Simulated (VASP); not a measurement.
A convergence study with VASP on SrTe (rock salt): one setting is varied, all else stays as given below, so the limit is that of these other settings.

```
SrTe
1.0
    0.00000     3.33000     3.33000
    3.33000     0.00000     3.33000
    3.33000     3.33000     0.00000
Sr Te
1 1
Direct
  0.00000   0.00000   0.00000
  0.50000   0.50000   0.50000
```

All values below come from PBE GGA, VASP's PBE PAW potentials (set 64) (plane waves; VASP). The tightest run used: 550 eV cut-off, 16×16×16 Γ-centred mesh, tetrahedra with Blöchl corrections, potentials Sr_sv Te.

Unless said otherwise, spin-orbit coupling is left out, though it shifts the bands of the heavy elements here. Gaps are read on the run's mesh, which can miss a band edge.

```json
[
 {"setting": "3×3×3 mesh", "E (eV/atom)": "-4.0933", "pressure (GPa)": "1.37", "gap on the mesh (eV)": "1.949", "irreducible k-points": "4"},
 {"setting": "4×4×4 mesh", "E (eV/atom)": "-4.1238", "pressure (GPa)": "1.09", "gap on the mesh (eV)": "1.686", "irreducible k-points": "8"},
 {"setting": "5×5×5 mesh", "E (eV/atom)": "-4.1294", "pressure (GPa)": "1.02", "gap on the mesh (eV)": "1.796", "irreducible k-points": "10"}
]
```

### Question
These are the cheaper rows. Estimate the results at 16×16×16 mesh, and how far the last row shown lies from them.

### Answer

```json
[
 {"quantity": "E (eV/atom)", "tightest run": "-4.1311", "last row shown is off by": "0.0017"},
 {"quantity": "pressure (GPa)", "tightest run": "1.00", "last row shown is off by": "0.03"},
 {"quantity": "gap on the mesh (eV)", "tightest run": "1.694", "last row shown is off by": "0.102"}
]
```

Left out are rungs that failed or repeat a setting and relaxations that didn't move; long series are thinned to 24 rows.

The compound is SrTe in the rock salt structure. The cell was not relaxed at this level.
